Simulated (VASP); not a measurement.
An input for Quantum ESPRESSO's pw.x (written as the equivalent of a VASP run, and not itself run):

```
&CONTROL
  calculation = 'vc-relax'
  pseudo_dir = './pseudo'
  outdir = './out'
  tprnfor = .true.
  tstress = .true.
  nstep = 60
  forc_conv_thr = 0.00039
/
&SYSTEM
  ibrav = 0
  nat = 4
  ntyp = 2
  ecutwfc = 84
  occupations = 'smearing'
  smearing = 'methfessel-paxton'
  degauss = 0.00735
  input_dft = 'pbesol'
/
&ELECTRONS
  conv_thr = 7.3e-08
  electron_maxstep = 100
/
&IONS
/
&CELL
/
ATOMIC_SPECIES
  B 10.810 B.upf
  As 74.922 As.upf
CELL_PARAMETERS angstrom
     3.2574173    0.0000000   -0.0000000
    -1.6287086    2.8210057    0.0000000
     0.0000000    0.0000000    5.3153379
ATOMIC_POSITIONS crystal
  B    0.0000000  0.0000000  0.0000000
  B    0.0000000  0.0000000  0.5000000
  As   0.3333330  0.6666670  0.2500000
  As   0.6666670  0.3333330  0.7500000
K_POINTS automatic
  12 12 6 0 0 0
```

Problem. Translate this input to VASP (INCAR, KPOINTS, POSCAR, choice of POTCAR).

Solution. Several could match; the one computed here: 
KPOINTS:
```
Automatic
0
gamma
12 12 6
0 0 0
```

INCAR:
```
SYSTEM = BAs
PREC = Accurate; ENCUT = 520; LREAL = .FALSE.
LASPH = .TRUE.
EDIFF = 1E-6; NELM = 100; ALGO = Normal
LMAXMIX = 4
ISMEAR = 1; SIGMA = 0.1
GGA = PS
IBRION = 2; NSW = 60; ISIF = 3
EDIFFG = -0.01
LWAVE = .FALSE.; LCHARG = .FALSE.
```

POSCAR:
```
BAs
1.0
  3.2574172755   0.0000000000   0.0000000000
 -1.6287086378   2.8210056814   0.0000000000
  0.0000000000   0.0000000000   5.3153378681
B As
2 2
direct
  0.0000000000   0.0000000000   0.0000000000
  0.0000000000   0.0000000000   0.5000000000
  0.3333330000   0.6666670000   0.2500000000
  0.6666670000   0.3333330000   0.7500000000
```

POTCAR, in this order: B As (PBE.64 set). Program: vasp_std.

The two are equivalent in intent, not identical: the potentials are each code's own (VASP's PAW set, PseudoDojo norm-conserving files in pw.x), so ENCUT and ecutwfc are chosen apart and not converted; conv_thr bounds pw.x's estimated SCF error, while EDIFF bounds the energy change between steps; forc_conv_thr acts on force components and is met together with etot_conv_thr.

The structure was generated: BAs was put into the NiAs type type (P6_3/mmc), which need not be its known phase. This run relaxes it. Symmetry was kept, so distortions that lower it aren't found. The start is the result of an earlier pass.
